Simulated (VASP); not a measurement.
Given:

```
AgBiCs2Br6
1.0
    0.00000     5.65454     5.65454
    5.65454     0.00000     5.65454
    5.65454     5.65454     0.00000
Cs Ag Bi Br
2 1 1 6
Direct
  0.75000   0.75000   0.75000
  0.25000   0.25000   0.25000
  0.50000   0.50000   0.50000
  0.00000   0.00000   0.00000
  0.74919   0.25081   0.25081
  0.25081   0.74919   0.74919
  0.25081   0.74919   0.25081
  0.74919   0.25081   0.74919
  0.25081   0.25081   0.74919
  0.74919   0.74919   0.25081
```

All values below come from PBE GGA, VASP's PBE PAW potentials (set 64) (plane waves; VASP). Run with 180 eV cut-off, 3×3×3 Γ-centred mesh shifted by (0.5, 0.5, 0.5), Fermi-Dirac smearing of 0.20 eV, potentials Cs_sv Ag Bi_d Br.

At this cut-off the stress carries a Pulay error, which pulls relaxed volumes low. Energy and stress use the plane-wave basis of the starting cell.

Task: The ions, cell shape and volume are relaxed. Give the cell that the relaxation ends in.

Result: 
```
AgBiCs2Br6
1.0
    0.00000     5.37040     5.37040
    5.37040     0.00000     5.37040
    5.37040     5.37040     0.00000
Cs Ag Bi Br
2 1 1 6
Direct
  0.75000   0.75000   0.75000
  0.25000   0.25000   0.25000
  0.50000   0.50000   0.50000
  0.00000   0.00000   0.00000
  0.74423   0.25577   0.25577
  0.25577   0.74423   0.74423
  0.25577   0.74423   0.25577
  0.74423   0.25577   0.74423
  0.25577   0.25577   0.74423
  0.74423   0.74423   0.25577
```
Space group Fm-3m (225), at a tolerance of 0.03 Å.

Task: How do energy and volume change from the first to the last step?

Result: The energy (σ→0) changes by -228.8 meV/atom and the volume by -14.3 %, in 6 ionic steps.

The structure comes from a computed database's Cs2AgBiBr6 entry; how it stands against other phases isn't given here. This run relaxes it. Symmetry was kept, so distortions that lower it aren't found. The run is one of a series of settings (EDIFFG = -0.01, ENCUT = 180, IBRION = 2, ISIF = 3, ISMEAR = -1, NSW = 50, SIGMA = 0.2 against the base run), some of them coarse on purpose.
